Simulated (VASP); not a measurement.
# Bi3F (Im-3m) in VASP: relaxation of cell and atoms with PBE

Aim: the relaxation of cell and atoms of Bi3F with PBE.

Program: VASP 6.6.1. These are calculated values, not measurements. Logs are shortened: lines on timing, memory, paths and dates and some standing lists are left out, and cuts for length are marked.

### Step 1. The cell of the first run

The structure is cubic, space group Im-3m (No. 229). Conventional cell: a = 6.123 Å, b = 6.123 Å, c = 6.123 Å, α = 90.00°, β = 90.00°, γ = 90.00°. Bi (site symmetry 4/mmm) is surrounded by 4 Bi at 3.06 Å and 2 F at 3.06 Å. F (site symmetry m-3m) has 6 Bi at 3.06 Å as nearest neighbours.

The cell was built by a generator and needn't be a form met in nature.

### Step 2. Relaxation of cell and atoms, PBE (random cell by space group and Wyckoff sites (Im-3m, No. 229))

The input, INCAR:

```
  PREC = Accurate
  ENCUT = 600
  EDIFF = 1E-6
  ISMEAR = 0
  SIGMA = 0.1
  LREAL = F
  LASPH = T
  NELM = 100
  ALGO = Normal
  ISIF = 3
  LWAVE = F
  LCHARG = F
  GGA = PE
  IBRION = 2
  NSW = 90
  EDIFFG = -0.04
```

The input, KPOINTS:

```
regular mesh
0
Gamma
  4 4 4
```

The input, POSCAR:

```
Bi3F
1.0
   -3.0617016200      3.0617016200      3.0617016200
    3.0617016200     -3.0617016200      3.0617016200
    3.0617016200      3.0617016200     -3.0617016200
Bi F
3 1
Direct
    0.0000000000      0.5000000000      0.5000000000
    0.5000000000      0.0000000000      0.5000000000
    0.5000000000      0.5000000000      0.0000000000
    0.0000000000      0.0000000000      0.0000000000
```

Potentials or basis: VASP PAW PBE potentials, release 64 (Bi_d, F).

On the command line:

```console
cat potpaw_PBE.64/Bi_d/POTCAR potpaw_PBE.64/F/POTCAR > POTCAR
mpirun -np 1 vasp_std > vasp.out
```

OUTCAR:

```text
PREC = Accurate
   ENCUT = 600
   EDIFF = 1E-6
   ISMEAR = 0
   LREAL = F
   LASPH = T
   NELM = 100
   ISIF = 3
   GGA = PE
   IBRION = 2
   NSW = 90
   EDIFFG = -0.04

 ion  position               nearest neighbor table
   1  0.000  0.500  0.500-   2 3.06   3 3.06   3 3.06   2 3.06
   2  0.500  0.000  0.500-   1 3.06   3 3.06   3 3.06   1 3.06
   3  0.500  0.500  0.000-   1 3.06   2 3.06   2 3.06   1 3.06
   4  0.000  0.000  0.000-

  LATTYP: Found a body centered cubic cell.
 ALAT       =     6.1234032400

  Lattice vectors:

 A1 = (  -3.0617016200,   3.0617016200,   3.0617016200)
 A2 = (   3.0617016200,  -3.0617016200,   3.0617016200)
 A3 = (   3.0617016200,   3.0617016200,  -3.0617016200)

Analysis of symmetry for initial positions (statically):
=====================================================================
 Subroutine PRICEL returns:
 Original cell was already a primitive cell.

 Routine SETGRP: Setting up the symmetry group for a
 body centered cubic supercell.

 Subroutine GETGRP returns: Found 48 space group operations
 (whereof 48 operations were pure point group operations)
 out of a pool of 48 trial point group operations.

The static configuration has the point symmetry O_h .

Analysis of symmetry for dynamics (positions and initial velocities):
=====================================================================
 Subroutine PRICEL returns:
 Original cell was already a primitive cell.

 Routine SETGRP: Setting up the symmetry group for a
 body centered cubic supercell.

 Subroutine GETGRP returns: Found 48 space group operations
 (whereof 48 operations were pure point group operations)
 out of a pool of 48 trial point group operations.

The dynamic configuration has the point symmetry O_h .

 Subroutine INISYM returns: Found 48 space group operations
 (whereof 48 operations are pure point group operations),
 and found     1 'primitive' translations

----------------------------------------------------------------------------------------

                                     Primitive cell

  volume of cell :     114.8018

  direct lattice vectors                    reciprocal lattice vectors
    -3.061701620  3.061701620  3.061701620     0.000000000  0.163307880  0.163307880
     3.061701620 -3.061701620  3.061701620     0.163307880  0.000000000  0.163307880
     3.061701620  3.061701620 -3.061701620     0.163307880  0.163307880  0.000000000

  length of vectors
     5.303022763  5.303022763  5.303022763     0.230952218  0.230952218  0.230952218

  position of ions in fractional coordinates (direct lattice)
     0.000000000  0.500000000  0.500000000
     0.500000000  0.000000000  0.500000000
     0.500000000  0.500000000  0.000000000
     0.000000000  0.000000000  0.000000000

  ion indices of the primitive-cell ions
   primitive index   ion index
                 1           1
                 2           2
                 3           3
                 4           4

----------------------------------------------------------------------------------------

 KPOINTS: regular mesh

Automatic generation of k-mesh.
 Grid dimensions read from file:
 generate k-points for:    4    4    4

 Generating k-lattice:

  Cartesian coordinates                     Fractional coordinates (reciprocal lattice)
     0.000000000  0.040826970  0.040826970     0.250000000  0.000000000  0.000000000
     0.040826970  0.000000000  0.040826970     0.000000000  0.250000000  0.000000000
     0.040826970  0.040826970  0.000000000     0.000000000  0.000000000  0.250000000

  Length of vectors
     0.057738055  0.057738055  0.057738055

  Shift w.r.t. Gamma in fractional coordinates (k-lattice)
     0.000000000  0.000000000  0.000000000

 Subroutine IBZKPT returns following result:
 ===========================================

 Found      8 irreducible k-points:

 Following reciprocal coordinates:
            Coordinates               Weight
  0.000000  0.000000  0.000000      1.000000
  0.250000  0.000000  0.000000     12.000000
  0.500000  0.000000  0.000000      6.000000
  0.250000  0.250000  0.000000     24.000000
  0.250000  0.250000  0.250000      2.000000
 -0.250000  0.250000  0.250000      6.000000
  0.500000  0.500000  0.250000     12.000000
  0.500000  0.500000  0.500000      1.000000
   k-points           NKPTS =      8   k-points in BZ     NKDIM =      8   number of bands    NBANDS=     31
   number of dos      NEDOS =    301   number of ions     NIONS =      4
   total plane-waves  NPLWV =  74088
   dimension x,y,z NGX =    42 NGY =   42 NGZ =   42
   dimension x,y,z NGXF=    84 NGYF=   84 NGZF=   84
   ions per type =               3   1
   NGX,Y,Z   is equivalent  to a cutoff of  13.17, 13.17, 13.17 a.u.
   NGXF,Y,Z  is equivalent  to a cutoff of  26.33, 26.33, 26.33 a.u.
 SYSTEM =  unknown system
   PREC   = accura    normal or accurate (medium, high low for compatibility)
   ISTART =      0    job   : 0-new  1-cont  2-samecut
   ICHARG =      2    charge: 1-file 2-atom 10-const
   ISPIN  =      1    spin polarized calculation?
   LNONCOLLINEAR =      F non collinear calculations
   LSORBIT =      F    spin-orbit coupling
   LASPH  =      T    aspherical Exc in radial PAW
   ENCUT  =  600.0 eV  44.10 Ry    6.64 a.u.  10.59 10.59 10.59*2*pi/ulx,y,z
   NELM   =    100;   NELMIN=  2; NELMDL= -5     # of ELM steps
   EDIFF  = 0.1E-05   stopping-criterion for ELM
   LREAL  =      F    real-space projection
   EDIFFG = -.4E-01   stopping-criterion for IOM
   NSW    =     90    number of steps for IOM
   IBRION =      2    ionic relax: 0-MD 1-quasi-New 2-CG
   NFREE  =      1    steps in history (QN), initial steepest desc. (CG)
   ISIF   =      3    stress and relaxation
   ISYM   =      2    0-nonsym 1-usesym 2-fastsym
   POTIM  = 0.5000    time-step for ionic-motion
   TEBEG  =    0.0;   TEEND  =   0.0 temperature during run
   PSTRESS=    0.0 pullay stress
   NELECT =      52.0000    total number of electrons
   NUPDOWN=      -1.0000    fix difference up-down
   EMIN   =  10.00;   EMAX   =-10.00  energy-range for DOS
   EFERMI =   0.00;   METHOD = LEGACY
   ISMEAR =     0;   SIGMA  =   0.10  broadening in eV -4-tet -1-fermi 0-gaus
   EFERMI_NEDOS =   21; number of points for ismear=-14 and -15
   IALGO  =     38    algorithm
   IMIX   =      4    mixing-type and parameters
     AMIX     =   0.40;   BMIX     =  1.00
     AMIX_MAG =   1.60;   BMIX_MAG =  1.00
  volume/ion in A,a.u.               =      28.70       193.68
  Fermi-wavevector in a.u.,A,eV,Ry     =   1.257264  2.375884 21.506897  1.580712
  Thomas-Fermi vector in A             =   2.390931
   LORBIT       =      0    0 simple, 1 ext, 2 COOP (PROOUT), +10 PAW based schemes
   GGA     = PE    functional components
   LHFCALC =     F    Hartree Fock is set to
   AEXX    =    0.0000 exact exchange contribution
   IVDW    =     0    specifies the selected vdW correction
   LEPSILON=     F    determine dielectric tensor
   LRPA    =     F    only Hartree local field effects (RPA)
 conjugate gradient relaxation of ions
 non-spin polarized calculation
 Gauss-broadening in eV      SIGMA  =   0.10
  energy-cutoff  :      600.00
  volume of cell :      114.80
 maximum number of plane-waves:      3884
   NGX = 21   NGY = 21   NGZ = 21

--------------------------------------- Ionic step        1  -------------------------------------------

 number of electron      52.0000000 magnetization

 Free energy of the ion-electron system (eV)
  ---------------------------------------------------
  ext. energy  EPLUGINS =         0.00000000
  ---------------------------------------------------
  free energy    TOTEN  =       -14.11337324 eV

  energy without entropy =      -14.07667804  energy(sigma->0) =      -14.09502564

------------------------ aborting loop because EDIFF is reached ----------------------------------------

  FORCE on cell =-STRESS in cart. coord.  units (eV):
  Direction    XX          YY          ZZ          XY          YZ          ZX
  --------------------------------------------------------------------------------------
  -------------------------------------------------------------------------------------
  Total        1.7971854      1.7971854      1.7971854     -0.0000000     -0.0000000      0.0000000
  in kB       25.0815792     25.0815792     25.0815792     -0.0000000     -0.0000000      0.0000000
  external PRESSURE =      25.0815792 kB  Pullay stress =       0.0000000 kB

 VOLUME and BASIS-vectors are now :
 -----------------------------------------------------------------------------
  energy-cutoff  :      600.00
  volume of cell :      114.80
      direct lattice vectors                 reciprocal lattice vectors
    -3.061701620  3.061701620  3.061701620     0.000000000  0.163307880  0.163307880
     3.061701620 -3.061701620  3.061701620     0.163307880  0.000000000  0.163307880
     3.061701620  3.061701620 -3.061701620     0.163307880  0.163307880  0.000000000
[... 39 lines left out ...]
 POSITION                                       TOTAL-FORCE (eV/Angst)
 -----------------------------------------------------------------------------------
      3.12806      0.00000      0.00000        -0.000000     -0.000000      0.000000
      3.12806      0.00000      3.12806         0.000000     -0.000000     -0.000000
      0.00000      0.00000      3.12806        -0.000000      0.000000     -0.000000
      3.12806     -3.12806      3.12806         0.000000      0.000000     -0.000000
 -----------------------------------------------------------------------------------
    total drift:                               -0.000000      0.000000     -0.000000

  FREE ENERGIE OF THE ION-ELECTRON SYSTEM (eV)
  ---------------------------------------------------
  free  energy   TOTEN  =       -14.1632442455 eV

  energy  without entropy=      -14.1205141074  energy(sigma->0) =      -14.14187918

--------------------------------------- Ionic step        3  -------------------------------------------

 number of electron      51.9999973 magnetization

 Free energy of the ion-electron system (eV)
  ---------------------------------------------------
  ext. energy  EPLUGINS =         0.00000000
  ---------------------------------------------------
  free energy    TOTEN  =       -14.16387139 eV

  energy without entropy =      -14.12129087  energy(sigma->0) =      -14.14258113

 E-fermi :   5.4941     XC(G=0):  -9.3122

 val. band max:        5.4761573230   @ k =   0.5000   0.0000   0.0000
 cond. band min:       5.5106756823   @ k =   0.2500   0.2500   0.0000
 fundamental gap:      0.0345183593
 Fermi energy:         5.4940719206

 k-point     1 :       0.0000    0.0000    0.0000
  band No.  band energies     occupation
      1     -17.9714      2.00000
      2     -17.9714      2.00000
      3     -17.8897      2.00000
      4     -17.8271      2.00000
      5     -17.8271      2.00000
      6     -17.8271      2.00000
[... 283 lines left out ...]
 POSITION                                       TOTAL-FORCE (eV/Angst)
 -----------------------------------------------------------------------------------
      3.12107      0.00000      0.00000        -0.000000     -0.000000     -0.000000
      0.00000      3.12107      0.00000        -0.000000      0.000000     -0.000000
      0.00000      0.00000      3.12107        -0.000000      0.000000      0.000000
     -0.00000      0.00000      0.00000         0.000000     -0.000000      0.000000
 -----------------------------------------------------------------------------------
    total drift:                               -0.000000      0.000000      0.000000

  FREE ENERGIE OF THE ION-ELECTRON SYSTEM (eV)
  ---------------------------------------------------
  free  energy   TOTEN  =       -14.1638713904 eV

  energy  without entropy=      -14.1212908730  energy(sigma->0) =      -14.14258113

 reached required accuracy - stopping structural energy minimisation
```

Wall time 1.9 min (1 thread of Intel Xeon Platinum 8259CL at 2.50GHz (Skylake/Cascade Lake), shared host); peak memory 0.27 GiB.

Results:

```
Free energy                            : -14.1639 eV
Relaxed volume                         : 30.40 Å³/atom
Relaxed cell                           : a = 5.406 Å, b = 5.406 Å, c = 5.406 Å, α = 109.47°, β = 109.47°, γ = 109.47°
Space group after relaxing (to 0.05 Å) : Im-3m (No. 229)
Energy gained by relaxing              : 12.6 meV/atom
Ionic steps                            : 3
Pressure after relaxing                : 0.0 GPa
Band gap on the k mesh                 : none (metal or under the smearing width)
```

The path:
| step | energy change (eV) | largest force (eV/Å) | pressure (GPa) | volume (Å³) |
| --- | --- | --- | --- | --- |
| 1 | 0.0000 | 0.0000 | 2.51 | 114.80 |
| 2 | -0.0499 | 0.0000 | -0.25 | 122.43 |
| 3 | -0.0505 | 0.0000 | 0.01 | 121.61 |

Final structure:
```
CELL_PARAMETERS angstrom
-3.12107 3.12107 3.12107
3.12107 -3.12107 3.12107
3.12107 3.12107 -3.12107
ATOMIC_POSITIONS crystal
Bi 0.00000 0.50000 0.50000
Bi 0.50000 0.00000 0.50000
Bi 0.50000 0.50000 0.00000
F 0.00000 0.00000 0.00000
```

Levels at points of the mesh, in eV from the Fermi level:
```tsv
k point	band 21	band 22	band 23	band 24	band 25	band 26	band 27	band 28	band 29	band 30
(0.00, 0.00, 0.00)	-4.04	-4.04	-3.61	-3.61	-3.61	0.38	0.38	0.38	3.45	3.45
(0.50, 0.00, 0.00)	-3.94	-3.61	-3.59	-1.87	-0.87	-0.26	-0.02	0.13	0.69	1.52
(0.50, 0.50, 0.50)	-5.15	-5.15	-3.26	-3.26	-3.26	1.16	1.16	1.16	5.76	5.76
```

Caveat: the k mesh is coarse (spacing up to 0.36 Å⁻¹), so the values aren't converged; spin-orbit coupling is left out, which moves the levels of the heavy elements.
